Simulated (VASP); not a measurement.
Consider the following.

```
CELL_PARAMETERS angstrom
      3.89491     0.00000     0.00000
      0.00000     3.81889     0.00000
      0.00000     0.00000     4.72915
ATOMIC_POSITIONS crystal
  Sn 0.50000 0.00000 0.76200
  Sn 0.00000 0.50000 0.23800
  O  0.50000 0.50000 0.00000
  O  0.00761 0.00000 0.00000
```

Computed with PBE GGA, VASP's PBE PAW potentials (set 64) (plane waves; VASP 6.6.1). Numerical set-up: 250 eV cut-off, 5×5×4 Γ-centred mesh, Gaussian smearing of 0.050 eV, potentials Sn_d O.

At this cut-off the stress carries a Pulay error, which pulls relaxed volumes low.

Q: Predict the energy per atom (σ→0), pressure, largest force.

A: 
```
Item                            Value
---------------------  --------------
energy per atom (σ→0)  -5.842 eV/atom
pressure                   -42.57 GPa
largest force              0.450 eV/Å
```

Only differences to runs with the same potentials and settings are physical.

The compound is SnO in the litharge structure. The cell was not relaxed at this level. The run is one of a series of settings (ENCUT = 250 against the base run), some of them coarse on purpose.
